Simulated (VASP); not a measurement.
A VASP calculation is set up with these files.

INCAR:
```
! general
SYSTEM   = TiB2
PREC     = Accurate
ENCUT    = 520
LREAL    = F
LASPH    = T   ! aspherical one-centre terms

! electronic loop
EDIFF    = 1E-7   ! SCF stop (eV)
NELM     = 100   ! most electronic steps
ALGO     = Normal
LMAXMIX  = 4   ! l cut-off of mixed one-centre charges

! smearing
ISMEAR   = 1   ! Methfessel-Paxton
SIGMA    = 0.1   ! width (eV)

! functional
GGA      = ML
LUSE_VDW = T
AGGAC    = 0.0
ZAB_VDW  = -1.8867

! ions
IBRION   = 2
NSW      = 30   ! most ionic steps
ISIF     = 4
EDIFFG   = -0.01

! output
LWAVE    = F
LCHARG   = F
```

**KPOINTS**
```
Automatic mesh
0
G
  12 12 9
```

### POSCAR
```
TiB2
1
    1.5051550440    -2.6070050359     0.0000000000
    1.5051550440     2.6070050359     0.0000000000
    0.0000000000     0.0000000000     3.2754477773
Ti B
1 2
Direct
  1.0000000000   1.0000000000   0.0000000000
  0.3333330000   0.6666670000   0.5000000000
  0.6666670000   0.3333330000   0.5000000000
```

POTCAR, in this order: Ti_sv B (PBE.64 set). Program: vasp_std.

Question: Write an equivalent input for Quantum ESPRESSO's pw.x.

Answer: One equivalent input (not run):
```
&CONTROL
  calculation = 'vc-relax'
  pseudo_dir = './pseudo'
  outdir = './out'
  tprnfor = .true.
  tstress = .true.
  nstep = 30
  forc_conv_thr = 0.00039
/
&SYSTEM
  ibrav = 0
  nat = 3
  ntyp = 2
  ecutwfc = 84
  occupations = 'smearing'
  smearing = 'methfessel-paxton'
  degauss = 0.00735
  input_dft = 'vdw-df2'
/
&ELECTRONS
  conv_thr = 7.3e-09
  electron_maxstep = 100
/
&IONS
/
&CELL
  cell_dofree = 'shape'
/
ATOMIC_SPECIES
  Ti 47.867 Ti.upf
  B 10.810 B.upf
CELL_PARAMETERS angstrom
     1.5051550   -2.6070050    0.0000000
     1.5051550    2.6070050    0.0000000
     0.0000000    0.0000000    3.2754478
ATOMIC_POSITIONS crystal
  Ti   1.0000000  1.0000000  0.0000000
  B    0.3333330  0.6666670  0.5000000
  B    0.6666670  0.3333330  0.5000000
K_POINTS automatic
  12 12 9 0 0 0
```
The two are equivalent in intent, not identical: the potentials are each code's own (VASP's PAW set, PseudoDojo norm-conserving files in pw.x), so ENCUT and ecutwfc are chosen apart and not converted; conv_thr bounds pw.x's estimated SCF error, while EDIFF bounds the energy change between steps; forc_conv_thr acts on force components and is met together with etot_conv_thr.

The compound is TiB2 in the AlB2 type structure. This cell is one point of a volume scan, at 0.97 of the reference volume. Symmetry was kept, so distortions that lower it aren't found.
